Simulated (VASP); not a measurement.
An input for Quantum ESPRESSO's pw.x (written as the equivalent of a VASP run, and not itself run):

```
&CONTROL
  calculation = 'vc-relax'
  pseudo_dir = './pseudo'
  outdir = './out'
  tprnfor = .true.
  tstress = .true.
  nstep = 60
  forc_conv_thr = 0.00039
/
&SYSTEM
  ibrav = 0
  nat = 2
  ntyp = 1
  ecutwfc = 60.3
  occupations = 'smearing'
  smearing = 'methfessel-paxton'
  degauss = 0.00735
  input_dft = 'rpbe'
/
&ELECTRONS
  conv_thr = 7.3e-08
  electron_maxstep = 100
/
&IONS
/
&CELL
/
ATOMIC_SPECIES
  Tl 204.380 Tl.upf
CELL_PARAMETERS angstrom
     1.7300000   -2.9964480    0.0000000
     1.7300000    2.9964480    0.0000000
     0.0000000    0.0000000    5.5200000
ATOMIC_POSITIONS crystal
  Tl   0.3333330  0.6666670  0.2500000
  Tl   0.6666670  0.3333330  0.7500000
K_POINTS automatic
  11 11 6 0 0 0
```

**Question.** Write the VASP files for the same calculation (RPBE).

**Answer.** Several could match; the one computed here: 
POSCAR:
```
Tl
1.0
  1.7300000000  -2.9964480000   0.0000000000
  1.7300000000   2.9964480000   0.0000000000
  0.0000000000   0.0000000000   5.5200000000
Tl
2
Cart
  1.7300000000   0.9988179976   1.3800000000
  1.7300000000  -0.9988179976   4.1400000000
```

### KPOINTS
```
Regular mesh
0
gamma
  11 11 6
```

INCAR:
```
LREAL = .FALSE.   # projection in real space or not
LCHARG = .FALSE.
SIGMA = 0.1   # width (eV)
EDIFFG = -0.01   # ionic stop
LWAVE = .FALSE.
SYSTEM = Tl
NSW = 60
LASPH = .TRUE.
ENCUT = 520
IBRION = 2   # conjugate gradients
GGA = RP   # RPBE
PREC = Accurate
NELM = 100   # most electronic steps
ISIF = 3   # ions, shape and volume
ISMEAR = 1   # Methfessel-Paxton
LMAXMIX = 4
EDIFF = 1E-6   # SCF stop (eV)
ALGO = Normal   # blocked Davidson
```

POTCAR, in this order: Tl_d (PBE.64 set). Program: vasp_std.

Limits of the translation: the potentials are each code's own (VASP's PAW set, PseudoDojo norm-conserving files in pw.x), so ENCUT and ecutwfc are chosen apart and not converted; conv_thr bounds pw.x's estimated SCF error, while EDIFF bounds the energy change between steps; forc_conv_thr acts on force components and is met together with etot_conv_thr.

The compound is Tl in the hcp structure. This run relaxes it. Symmetry was kept, so distortions that lower it aren't found.
